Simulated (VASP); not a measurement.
Here is the system:

```xyz
3
Lattice="1.8485 -3.2017 0.0000 1.8485 3.2017 0.0000 0.0000 0.0000 7.9849" Properties=species:S:1:pos:R:3 pbc="T T T"
Pt     0.0000     0.0000     0.0000
Se     1.8485     1.0672     1.2789
Se     1.8485    -1.0672     6.7060
```

Computed with revPBE GGA, VASP's PBE PAW potentials (set 64) (plane waves; VASP 6.6.1). Numerical set-up: 520 eV cut-off, 7×7×3 Γ-centred mesh, Gaussian smearing of 0.050 eV, potentials Pt Se.

Without a dispersion term in the relaxation, distances and binding between the weakly bound layers, chains or molecules are unreliable, and so is what depends on them.

### Question
The ions and cell shape at fixed volume are relaxed. Give the cell that the relaxation ends in.

### Answer

```xyz
3
Lattice="1.8838 -3.2628 0.0000 1.8838 3.2628 0.0000 0.0000 0.0000 7.6885" Properties=species:S:1:pos:R:3 pbc="T T T"
Pt     0.0000     0.0000     0.0000
Se     1.8838     1.0876     1.3086
Se     1.8838    -1.0876     6.3799
```
Space group P-3m1 (164), at a tolerance of 0.03 Å.

### Question
How much energy does the relaxation gain?

### Answer
The energy (σ→0) changes by -27.4 meV/atom, in 6 ionic steps.

The compound is PtSe2 in the 1T layered structure. This cell is one point of a volume scan, at 0.94 of the reference volume. Symmetry was kept, so distortions that lower it aren't found.
